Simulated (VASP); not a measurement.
# TiMnF3 (Pm-3m) in VASP: single point with r2SCAN

Aim: the single point of TiMnF3 with r2SCAN.

Program: VASP 6.6.1. These are calculated values, not measurements. Logs are shortened: lines on timing, memory, paths and dates and some standing lists are left out, and cuts for length are marked.

### Step 1. Starting point

It takes space group Pm-3m (No. 221, cubic). The conventional cell has a = 4.152 Å, b = 4.152 Å, c = 4.152 Å, α = 90.00°, β = 90.00°, γ = 90.00°. Around Ti (site symmetry m-3m) lie 6 F at 2.08 Å. Mn (site symmetry m-3m) is surrounded by 12 F at 2.94 Å. F (site symmetry 4/mmm) has 2 Ti at 2.08 Å as nearest neighbours.

The cell was built by a generator and needn't be a form met in nature.

### Step 2. Single point, r2SCAN, collinear spin, typed start

POSCAR

```
TiMnF3
1.0
    4.1517478569      0.0000000000      0.0000000000
    0.0000000000      4.1517478569      0.0000000000
    0.0000000000      0.0000000000      4.1517478569
Ti Mn F
1 1 3
Direct
    0.5000000000      0.5000000000      0.5000000000
    0.0000000000      0.0000000000      0.0000000000
    0.5000000000      0.5000000000      0.0000000000
    0.0000000000      0.5000000000      0.5000000000
    0.5000000000      0.0000000000      0.5000000000
```

INCAR.step1

```
ALGO = Normal
EDIFF = 1E-4
ENCUT = 520
GGA = PE
ISMEAR = -1
ISPIN = 2
LASPH = T
LCHARG = F
LMAXMIX = 4
LREAL = F
LWAVE = T
MAGMOM = 1 -4.5 0 0 0
NBANDS = 35
NELM = 150
PREC = Accurate
SIGMA = 0.1
```

INCAR.step2

```
ALGO = Normal
EDIFF = 1E-6
ENCUT = 520
ISIF = 2
ISMEAR = -1
ISPIN = 2
ISTART = 1
LASPH = T
LCHARG = F
LMAXMIX = 4
LMIXTAU = T
LORBIT = 11
LREAL = F
LWAVE = F
MAGMOM = 1 -4.5 0 0 0
METAGGA = R2SCAN
NBANDS = 35
NELM = 150
PREC = Accurate
SIGMA = 0.1
```

KPOINTS

```
k-points
0
Gamma
  5 5 5
```

Potentials or basis: VASP PAW PBE potentials, release 64 (Ti_sv, Mn_pv, F).

Launch:

```sh
$ cat potpaw_PBE.64/Ti_sv/POTCAR potpaw_PBE.64/Mn_pv/POTCAR potpaw_PBE.64/F/POTCAR > POTCAR
$ cp INCAR.step1 INCAR
$ mpirun -np 1 vasp_std > vasp.out
$ cp INCAR.step2 INCAR
$ mpirun -np 1 vasp_std > vasp.out
```

OUTCAR:

```text
EDIFF = 1E-6
   ENCUT = 520
   ISIF = 2
   ISMEAR = -1
   ISPIN = 2
   ISTART = 1
   LASPH = T
   LORBIT = 11
   LREAL = F
   METAGGA = R2SCAN
   NELM = 150
   PREC = Accurate

 ion  position               nearest neighbor table
   1  0.500  0.500  0.500-   3 2.08   4 2.08   5 2.08   3 2.08   5 2.08   4 2.08
   2  0.000  0.000  0.000-
   3  0.500  0.500  0.000-   1 2.08   1 2.08
   4  0.000  0.500  0.500-   1 2.08   1 2.08
   5  0.500  0.000  0.500-   1 2.08   1 2.08

  LATTYP: Found a simple cubic cell.
 ALAT       =     4.1517478569

  Lattice vectors:

 A1 = (   4.1517478569,   0.0000000000,   0.0000000000)
 A2 = (   0.0000000000,   4.1517478569,   0.0000000000)
 A3 = (   0.0000000000,   0.0000000000,   4.1517478569)

Analysis of symmetry for initial positions (statically):
=====================================================================
 Subroutine PRICEL returns:
 Original cell was already a primitive cell.

 Routine SETGRP: Setting up the symmetry group for a
 simple cubic supercell.

 Subroutine GETGRP returns: Found 48 space group operations
 (whereof 48 operations were pure point group operations)
 out of a pool of 48 trial point group operations.

The static configuration has the point symmetry O_h .

Analysis of symmetry for dynamics (positions and initial velocities):
=====================================================================
 Subroutine PRICEL returns:
 Original cell was already a primitive cell.

 Routine SETGRP: Setting up the symmetry group for a
 simple cubic supercell.

 Subroutine GETGRP returns: Found 48 space group operations
 (whereof 48 operations were pure point group operations)
 out of a pool of 48 trial point group operations.

The dynamic configuration has the point symmetry O_h .

Analysis of structural, dynamic, and magnetic symmetry:
=====================================================================
 Subroutine PRICEL returns:
 Original cell was already a primitive cell.

 Routine SETGRP: Setting up the symmetry group for a
 simple cubic supercell.

 Subroutine GETGRP returns: Found 48 space group operations
 (whereof 48 operations were pure point group operations)
 out of a pool of 48 trial point group operations.

The overall configuration has the point symmetry O_h .

 Subroutine INISYM returns: Found 48 space group operations
 (whereof 48 operations are pure point group operations),
 and found     1 'primitive' translations

----------------------------------------------------------------------------------------

                                     Primitive cell

  volume of cell :      71.5637

  direct lattice vectors                    reciprocal lattice vectors
     4.151747857  0.000000000  0.000000000     0.240862411  0.000000000  0.000000000
     0.000000000  4.151747857  0.000000000     0.000000000  0.240862411  0.000000000
     0.000000000  0.000000000  4.151747857     0.000000000  0.000000000  0.240862411

  length of vectors
     4.151747857  4.151747857  4.151747857     0.240862411  0.240862411  0.240862411

  position of ions in fractional coordinates (direct lattice)
     0.500000000  0.500000000  0.500000000
     0.000000000  0.000000000  0.000000000
     0.500000000  0.500000000  0.000000000
     0.000000000  0.500000000  0.500000000
     0.500000000  0.000000000  0.500000000

  ion indices of the primitive-cell ions
   primitive index   ion index
                 1           1
                 2           2
                 3           3
                 4           4
                 5           5

----------------------------------------------------------------------------------------

 KPOINTS: k-points

Automatic generation of k-mesh.
 Grid dimensions read from file:
 generate k-points for:    5    5    5

 Generating k-lattice:

  Cartesian coordinates                     Fractional coordinates (reciprocal lattice)
     0.048172482  0.000000000  0.000000000     0.200000000  0.000000000  0.000000000
     0.000000000  0.048172482  0.000000000     0.000000000  0.200000000  0.000000000
     0.000000000  0.000000000  0.048172482     0.000000000  0.000000000  0.200000000

  Length of vectors
     0.048172482  0.048172482  0.048172482

  Shift w.r.t. Gamma in fractional coordinates (k-lattice)
     0.000000000  0.000000000  0.000000000

 Subroutine IBZKPT returns following result:
 ===========================================

 Found     10 irreducible k-points:

 Following reciprocal coordinates:
            Coordinates               Weight
  0.000000  0.000000  0.000000      1.000000
  0.200000  0.000000  0.000000      6.000000
  0.400000  0.000000  0.000000      6.000000
  0.200000  0.200000  0.000000     12.000000
  0.400000  0.200000  0.000000     24.000000
  0.400000  0.400000  0.000000     12.000000
  0.200000  0.200000  0.200000      8.000000
  0.400000  0.200000  0.200000     24.000000
  0.400000  0.400000  0.200000     24.000000
  0.400000  0.400000  0.400000      8.000000
   k-points           NKPTS =     10   k-points in BZ     NKDIM =     10   number of bands    NBANDS=     35
   number of dos      NEDOS =    301   number of ions     NIONS =      5
   total plane-waves  NPLWV =  32768
   dimension x,y,z NGX =    32 NGY =   32 NGZ =   32
   dimension x,y,z NGXF=    64 NGYF=   64 NGZF=   64
   ions per type =               1   1   3
   NGX,Y,Z   is equivalent  to a cutoff of  12.81, 12.81, 12.81 a.u.
   NGXF,Y,Z  is equivalent  to a cutoff of  25.63, 25.63, 25.63 a.u.
 SYSTEM =  unknown system
   PREC   = accura    normal or accurate (medium, high low for compatibility)
   ISTART =      1    job   : 0-new  1-cont  2-samecut
   ICHARG =      0    charge: 1-file 2-atom 10-const
   ISPIN  =      2    spin polarized calculation?
   LNONCOLLINEAR =      F non collinear calculations
   LSORBIT =      F    spin-orbit coupling
   LASPH  =      T    aspherical Exc in radial PAW
   ENCUT  =  520.0 eV  38.22 Ry    6.18 a.u.   7.72  7.72  7.72*2*pi/ulx,y,z
   NELM   =    150;   NELMIN=  2; NELMDL=  0     # of ELM steps
   EDIFF  = 0.1E-05   stopping-criterion for ELM
   LREAL  =      F    real-space projection
   EDIFFG = 0.1E-04   stopping-criterion for IOM
   NSW    =      0    number of steps for IOM
   IBRION =     -1    ionic relax: 0-MD 1-quasi-New 2-CG
   NFREE  =      0    steps in history (QN), initial steepest desc. (CG)
   ISIF   =      2    stress and relaxation
   ISYM   =      2    0-nonsym 1-usesym 2-fastsym
   POTIM  = 0.5000    time-step for ionic-motion
   TEBEG  =    0.0;   TEEND  =   0.0 temperature during run
   PSTRESS=    0.0 pullay stress
   NELECT =      46.0000    total number of electrons
   NUPDOWN=      -1.0000    fix difference up-down
   EMIN   =  10.00;   EMAX   =-10.00  energy-range for DOS
   EFERMI =   0.00;   METHOD = LEGACY
   ISMEAR =    -1;   SIGMA  =   0.10  broadening in eV -4-tet -1-fermi 0-gaus
   EFERMI_NEDOS =   21; number of points for ismear=-14 and -15
   IALGO  =     38    algorithm
   IMIX   =      4    mixing-type and parameters
     AMIX     =   0.40;   BMIX     =  1.00
     AMIX_MAG =   1.60;   BMIX_MAG =  1.00
  volume/ion in A,a.u.               =      14.31        96.59
  Fermi-wavevector in a.u.,A,eV,Ry     =   1.412851  2.669902 27.159255  1.996149
  Thomas-Fermi vector in A             =   2.534557
   LORBIT       =     11    0 simple, 1 ext, 2 COOP (PROOUT), +10 PAW based schemes
   METAGGA = R2SCAN    functional components
   LHFCALC =     F    Hartree Fock is set to
   AEXX    =    0.0000 exact exchange contribution
   IVDW    =     0    specifies the selected vdW correction
   LEPSILON=     F    determine dielectric tensor
   LRPA    =     F    only Hartree local field effects (RPA)
 spin polarized calculation
  energy-cutoff  :      520.00
  volume of cell :       71.56
 maximum number of plane-waves:      1937
 NGX is ok and might be reduce to    32
   NGX = 15   NGY = 15   NGZ = 15

 number of electron      45.9999973 magnetization      -3.9998750

 Free energy of the ion-electron system (eV)
  ---------------------------------------------------
  ext. energy  EPLUGINS =         0.00000000
  ---------------------------------------------------
  free energy    TOTEN  =       -48.35030608 eV

  energy without entropy =      -48.22814796  energy(sigma->0) =      -48.28922702

 E-fermi :   5.5526     XC(G=0): -10.4515

 val. band max:        5.4594259132   @ k =   0.4000   0.4000   0.0000
 cond. band min:       5.5684651575   @ k =   0.2000   0.2000   0.2000
 fundamental gap:      0.1090392443
 Fermi energy:         5.5525900650

 spin component 1

 k-point     1 :       0.0000    0.0000    0.0000
  band No.  band energies     occupation
      1     -55.2094      1.00000
      2     -43.0049      1.00000
      3     -43.0049      1.00000
      4     -43.0049      1.00000
      5     -30.5279      1.00000
      6     -30.5278      1.00000
[... 369 lines left out ...]
     34      14.1743      0.00000
     35      14.1744      0.00000
 Fermi energy:         5.5525900650

 spin component 2

 k-point     1 :       0.0000    0.0000    0.0000
  band No.  band energies     occupation
      1     -53.3922      1.00000
      2     -49.4772      1.00000
      3     -49.4772      1.00000
      4     -49.4772      1.00000
      5     -28.7008      1.00000
      6     -28.7008      1.00000
[... 369 lines left out ...]
     34      13.8864      0.00000
     35      13.8864      0.00000

------------------------ aborting loop because EDIFF is reached ----------------------------------------

  FORCE on cell =-STRESS in cart. coord.  units (eV):
  Direction    XX          YY          ZZ          XY          YZ          ZX
  --------------------------------------------------------------------------------------
  -------------------------------------------------------------------------------------
  Total        0.1673914      0.1673914      0.1673914      0.0000000      0.0000000     -0.0000000
  in kB        3.7475784      3.7475784      3.7475784      0.0000000      0.0000000     -0.0000000
  external PRESSURE =       3.7475784 kB  Pullay stress =       0.0000000 kB

 VOLUME and BASIS-vectors are now :
 -----------------------------------------------------------------------------
  energy-cutoff  :      520.00
  volume of cell :       71.56
      direct lattice vectors                 reciprocal lattice vectors
     4.151747857  0.000000000  0.000000000     0.240862411  0.000000000  0.000000000
     0.000000000  4.151747857  0.000000000     0.000000000  0.240862411  0.000000000
     0.000000000  0.000000000  4.151747857     0.000000000  0.000000000  0.240862411

 POSITION                                       TOTAL-FORCE (eV/Angst)
 -----------------------------------------------------------------------------------
      2.07587      2.07587      2.07587         0.000000      0.000000      0.000000
      0.00000      0.00000      0.00000         0.000000      0.000000      0.000000
      2.07587      2.07587      0.00000         0.000000      0.000000      0.000000
      0.00000      2.07587      2.07587         0.000000      0.000000      0.000000
      2.07587      0.00000      2.07587         0.000000      0.000000      0.000000
 -----------------------------------------------------------------------------------
    total drift:                                0.000000     -0.000000     -0.000000

  FREE ENERGIE OF THE ION-ELECTRON SYSTEM (eV)
  ---------------------------------------------------
  free  energy   TOTEN  =       -48.3503060837 eV

  energy  without entropy=      -48.2281479639  energy(sigma->0) =      -48.28922702

 total charge

# of ion       s       p       d       tot
------------------------------------------
    1        2.108   6.093   1.909  10.110
    2        0.420   6.005   4.776  11.201
    3        1.744   4.383   0.000   6.127
    4        1.744   4.383   0.000   6.127
    5        1.744   4.383   0.000   6.127
--------------------------------------------------
tot          7.760  25.246   6.686  39.691

 magnetization (x)

# of ion       s       p       d       tot
------------------------------------------
    1        0.012   0.009   1.448   1.468
    2       -0.326  -0.006  -4.532  -4.864
    3       -0.004  -0.047   0.000  -0.050
    4       -0.004  -0.047   0.000  -0.050
    5       -0.004  -0.047   0.000  -0.050
--------------------------------------------------
tot         -0.326  -0.137  -3.085  -3.547
```

Wall time 84 s (1 thread of Intel Xeon Platinum 8559C (Emerald Rapids), shared host); peak memory 0.23 GiB.

What came out:

| Item | Value |
| --- | --- |
| Free energy | -48.3503 eV |
| Pressure | 0.4 GPa |
| Band gap on the k mesh | none (metal or under the smearing width) |
| Net moment | -4.00 μB per cell |
| Site moments | Ti +1.47; Mn -4.86; F -0.05 μB |
| Valence electrons inside the program's atomic spheres | Ti 10.11; Mn 11.20; F 6.13 |

Levels at points of the mesh, in eV from the Fermi level:
Spin up:
| k point | band 19 | band 20 | band 21 | band 22 | band 23 | band 24 |
| --- | --- | --- | --- | --- | --- | --- |
| (0.00, 0.00, 0.00) | -7.07 | -1.43 | -0.84 | -0.84 | -0.84 | 0.31 |
Spin down:
```tsv
k point	band 23	band 24	band 25	band 26	band 27	band 28
(0.00, 0.00, 0.00)	-5.41	-5.41	-3.57	1.72	1.72	1.72
```

Caveat: the PAW data sets were made with another functional, which shifts forces and pressure a little; a cell with one magnetic atom can't hold antiferromagnetic order, which such compounds often take; semilocal functionals often make such compounds metallic where correlation or magnetic order opens a gap, which also shifts bond lengths.
